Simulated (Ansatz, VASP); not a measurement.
# Cross-check of TaN between VASP and Ansatz, part 2 of 2

Wanted: the spread between two codes on one cell, functional and k mesh. The cell is taken from a series of runs on this material, whose earlier steps may have relaxed, scaled, displaced or heated it; both programs get it as it stands.

VASP 6.6.1 and Ansatz 0.2.0.

So far: Starting point; VASP: zone-centre phonons, PBEsol.

### 3. Ansatz: zone-centre phonons, PBEsol

Level of this step: Ansatz beside VASP: Kohn-Sham DFT, plane waves, PBEsol (Ansatz).

Ansatz runs on its PAW soft_1 files.

The same cell, functional, mesh and smearing now go to Ansatz, which takes its cutoff from its data sets.

File input.yaml:

```yaml
crystal:
  lattice:
    - [3.0407846242, 0.0, 0.0]
    - [-1.5203923121, 2.633396732, 0.0]
    - [0.0, 0.0, 2.8331551784]
  atoms:
    - { symbol: "N", position: [0.6666666667, 0.3333333333, 0.0] }
    - { symbol: Ta, position: [0.0, 0.0, 0.5] }
kpoints:
  mp_grid: { grid: [18, 18, 16] }
hamiltonian:
  xc: pbesol
  pseudopotentials: { kind: paw, azcp: { folder: soft_1 }, xc_functional: pbe }
scf:
  occupations: { method: methfessel_paxton, width: 0.2 }
output:
  eigenvalues: true
phonons:
  method: dfpt
```

Launch:

```console
$ ansatz run input.yaml --threads 4 --pin off --max-ram 10240MiB --backend cpu --events-out ev --progress --plain --runs-dir out
```

Numbers of over 12 decimals in the logs are rounded to 6 here.

The log of the run:

```text
zone centre: on kpoints.mp_grid the ground state, and the responses unless they are solved on pairs of k-points, stand on 819 of the mesh's 5184 k-points, reduced under 4 symmetry operations, with k and −k counted as one. Each operation leaves every solved displacement unchanged or reverses it
Engine: ansatz 0.2.0, x86_64-unknown-linux-gnu
Pseudopotentials: kind: paw
Pseudopotential: N, paw, valence charge 5, recommended cutoff 420 eV (normal), soft_1/N.paw.azcp
Pseudopotential: Ta, paw, valence charge 13, recommended cutoff 420 eV (normal), soft_1/Ta.paw.azcp
Functional definition: PBEsol
  exchange = pbesol_x
  correlation = pbesol_c
Crystal: 2 atoms, lattice volume = 22.687 Å³
Basis set: ecut = 420 eV, 417 PW (Γ), exchange–correlation on 48×48×40 points (8 copies of the dense FFT grid, shifted against one another)
Bands: 13, of which v1, the nominal top of the filled ones, is band 9 counted from 1 (8 counted from 0)
Symmetry: 12 space group operations
k-points: 819 of 5184 (irreducible under 4 space group operations, time reversal used)
Non-local potential: N, projectors of the file, l = 0: 2, l = 1: 2, l = 2: 1
Non-local potential: Ta, projectors of the file, l = 0: 3, l = 1: 2, l = 2: 2, l = 3: 1
PAW form: soft (Blöchl's): semilocal exchange-correlation on the pseudo side does not see the compensation charge
PAW frozen core: N, regenerated for the run's functional, and the local potential with it (the file was generated under x = pbe(κ = 0.804, μ = 0.219515), c = pbe(β = 0.066725))
PAW frozen core: Ta, regenerated for the run's functional, and the local potential with it (the file was generated under x = pbe(κ = 0.804, μ = 0.219515), c = pbe(β = 0.066725))
PAW one-centre angular grid: N, 110 points (default); XC on 64 Gauss nodes
PAW one-centre angular grid: Ta, 590 points (default); XC on 64 Gauss nodes
Initial density: superposition of atomic densities (chi_scale 0.1, normalization cell, long waves kept (reshape's long-wave potential 0.00 eV rms))
Initial wavefunctions: pseudopotential atomic-orbital guess
Functional: x = pbesol(κ = 0.804, μ = 0.123457), c = pbesol(β = 0.046)
SCF iter   1: F=—  HF=-10188.398753 eV  |F-HF|=—  |Δ(HF+E_count)|=         —  Δρ=4.60e-2  dr2=2.26e-1  ethr=3.10e-3  ⟨swp⟩=5.0  Hψ=53026  notcnv=0
preconditioner: auto → none  [metal: Δε(μ)=0.046 eV  Ē_g=10.715 eV  σ=0.200 eV  W_gap=0.19  n_scr=8 (ndim 8)  ℏωp=24.7 eV  f_vac=0.000  D(μ)=0.06/eV (n_scr^D=0)  sad-step TF]
SCF iter   2: F=—  HF=-10188.402724 eV  |F-HF|=—  |Δ(HF+E_count)|=   3.97e-3  S|Δr|=    0.00e0  Δρ=2.83e-2  dr2=9.99e-2  ethr=1.26e-3  ⟨swp⟩=1.0  Hψ=17199  notcnv=0
SCF iter   3: F=—  HF=-10188.398811 eV  |F-HF|=—  |Δ(HF+E_count)|=   3.91e-3  S|Δr|=    0.00e0  Δρ=1.95e-3  dr2=4.28e-4  ethr=5.55e-4  ⟨swp⟩=2.0  Hψ=13620  notcnv=0
SCF iter   4: F=—  HF=-10188.398794 eV  |F-HF|=—  |Δ(HF+E_count)|=   1.67e-5  S|Δr|=    0.00e0  Δρ=4.51e-4  dr2=2.84e-5  ethr=2.38e-6  ⟨swp⟩=2.4  Hψ=16755  notcnv=0
SCF iter   5: F=—  HF=-10188.398797 eV  |F-HF|=—  |Δ(HF+E_count)|=   2.42e-6  S|Δr|=    0.00e0  Δρ=1.75e-4  dr2=5.35e-6  ethr=1.58e-7  ⟨swp⟩=2.9  Hψ=17173  notcnv=0
SCF iter   6: F=—  HF=-10188.398797 eV  |F-HF|=—  |Δ(HF+E_count)|=   9.88e-8  S|Δr|=    0.00e0  Δρ=3.94e-5  dr2=2.85e-7  ethr=2.97e-8  ⟨swp⟩=2.0  Hψ=14094  notcnv=0
SCF iter   7: F=—  HF=-10188.398797 eV  |F-HF|=—  |Δ(HF+E_count)|=   2.50e-8  S|Δr|=    0.00e0  Δρ=4.68e-6  dr2=4.15e-9  ethr=1.58e-9  ⟨swp⟩=2.3  Hψ=15591  notcnv=0
SCF iter   8: F=—  HF=-10188.398797 eV  |F-HF|=—  |Δ(HF+E_count)|=  3.18e-10  S|Δr|=    0.00e0  Δρ=4.45e-7  dr2=2.59e-11  ethr=2.30e-11  ⟨swp⟩=2.7  Hψ=15882  notcnv=0
SCF iter   9: F=-10188.398797 eV  HF=-10188.398797 eV  |F-HF|=1.09e-11  |Δ(HF+E_count)|=  3.64e-12  S|Δr|=    0.00e0  Δρ=3.73e-8  dr2=2.53e-13  ethr=1.00e-12  ⟨swp⟩=5.8  Hψ=42843  notcnv=0
the search or the solves at the SCF's close seem to have found levels that the self-consistency loop had missed (the run counts 5). By its estimate they hold under 1e-12 electrons; where the run keeps them, the occupations were computed again with them
SCF 1 converged in 9 iterations: F = -10188.398797 eV  dr2 = 2.53e-13
  greatest PAW one-centre occupation: 0.999 electrons in one spin orbital (limit 2), on the Ta atom at site 1 (counted from 0), in its partial waves of l = 0
DFPT response loops at Γ: preconditioner auto → Kerker (q_TF=auto, 2.625 Å⁻¹) (partly filled bands, converged f_vac=0.000); β = 1.00, the filter's whole step (`scf.mixing.beta` (0.50) is not read by the response loops under this deck's `scf.mixing.preconditioner`; to damp them name `kerker` or `kerker_dos`, under which they read `scf.mixing.beta`, and type it under 1.00, their step now; both keys bind the ground state too); Broyden in place of MSR1
SCF converged after 9 iterations
Stability not checked: this state was not tested for a lower state beside it, because cold or Methfessel-Paxton smearing, or corrected tetrahedra, fill the levels in a way that the test cannot read (fill_not_monotonic; see scf.lower_state_search)
Free energy (F): -10188.398797 eV
Harris-Foulkes:  -10188.398797 eV  (|F-HF|=1.09e-11)
Internal energy: -10188.399525 eV  (E = F + TS)
E sigma→0 (E₀):  -10188.398979 eV
Entropy (-TS):   0.000729 eV (0.364 meV/atom)
Fermi energy:    18.844535 eV
--- Per-component energies (eV) ---
  E_band       = -75.482181
  E_kinetic    = 519.214402
  E_local      = -630.922098  (includes V_loc(G=0)·N_el)
  E_nonlocal   = 26.087911
  E_hartree    = 221.664904
  E_xc         = -377.621480
  E_vxc        = -308.394575  (∫ρ·V_xc dr)
  E_paw        = -8304.158422  (= ΣΔE_a)
  E_vpaw       = -124.798601  (= ΣTr[D̂ρ^β])
  E_aug_tail   = 0.000962  (compensation charges beyond the density's cutoff)
  E_ewald      = -1642.907517
  E_core_change = 0.241812  (= ΣΔE_core)
  E_smearing   = 0.000729  (= −TS)
  E_closure    = 0.000000  (closes the sum)
  Σ components = -10188.398797   (vs F -10188.398797, Δ=0.00e0)
--- Band table (eV; the first three rows and the last of 819) ---
  k-point 0: bands = [... 5 lower, 14.1328, 14.1328, 14.9642, 16.3395, 20.3047, 22.4885, 22.4885, 22.7022]
  k-point 1: bands = [... 5 lower, 14.1663, 14.1663, 14.7036, 16.5240, 20.4768, 21.7666, 21.7666, 23.2661]
  k-point 2: bands = [... 5 lower, 14.0491, 14.2620, 14.2620, 17.0352, 20.9189, 20.9221, 20.9221, 23.6307]
  k-point 818: bands = [... 5 lower, 11.5037, 12.1121, 14.7846, 17.9825, 22.2884, 23.8128, 24.4058, 25.5100]
--- Phonons (Γ-DFPT): 4 representative perturbations + reference, on 819 of 5184 k-points (Σ response iterations 12) ---
  k mesh reduced under 4 symmetry operations, with k and −k counted as one. Each operation leaves every solved displacement unchanged or reverses it
  ASR residual: 3.013e-5 → 0.000e0 eV/Å²; symmetrization residual: 2.208e-6 eV/Å²
  ASR residual per site (eV/Å²): 1.38e-5 3.01e-5
  Γ frequencies (cm⁻¹): 0.00 0.00 0.00 480.73 480.73 500.59
  non-analytic LO–TO correction: not included (Born effective charges unavailable; polar crystals: no LO–TO splitting at Γ)
```

In the SCF lines HF is the Harris–Foulkes energy and dr2 the Hartree energy of the density residual, in eV; the loop may stop once dr2 is under the threshold and the program's other checks hold. Hψ counts applications of the Hamiltonian.

### 4. Differences

Known differences besides the potentials themselves: the data sets hold 18 valence electrons in Ansatz (on its PAW soft_1 files) and 16 in VASP; the cutoff is 420 eV in Ansatz and 600 eV in VASP; Ansatz makes its cores anew for this functional, VASP keeps those of its PBE data sets. Total energies have different zeros and are not compared.

Compared:

```
                  quantity  Ansatz   VASP  difference
optical mode 1 to 2 (cm⁻¹)   480.7  484.0     -0.67 %
     optical mode 3 (cm⁻¹)   500.6  503.1     -0.50 %
```

Modes are paired by rising frequency, not by their patterns, so a pair may set unlike modes beside each other; they are those without the splitting of longitudinal modes.

### 5. Outcome

```yaml
r_m_s_difference_of_the_optical_zone_centre_modes_each_program_s_sorted_by_frequency_zone_centre_phonons_pbesol: 3.0 cm⁻¹
difference_in_optical_mode_1_to_2_zone_centre_phonons_pbesol: -0.7 %
```

**Reading.** The r.m.s. difference of the optical zone-centre modes, each program's sorted by frequency is 3.0 cm⁻¹ (zone-centre phonons, PBEsol). The data sets hold unlike numbers of valence electrons (18 in Ansatz and 16 in VASP), so part of the differences comes from the potentials. Among the rows given in per cent, the largest difference of the zone-centre phonons, PBEsol pair is in optical mode 1 to 2, -0.7 %. Such differences can come from data sets, numerical settings and the points named under the comparisons, not from the functional's error against experiment.

[Lines on the potential files, build, host, timing and source positions are cut from VASP's logs without a mark.]

[Logs are printed without paths, hosts, clocks, repeated set-up lines and the standing remarks that a program may print on its own settings, such as how far it seeks lower states.]

[Hosts, paths, dates, database ids (printed as entryN), source tags and the programs' standing remarks are cut or masked in the printed files.]
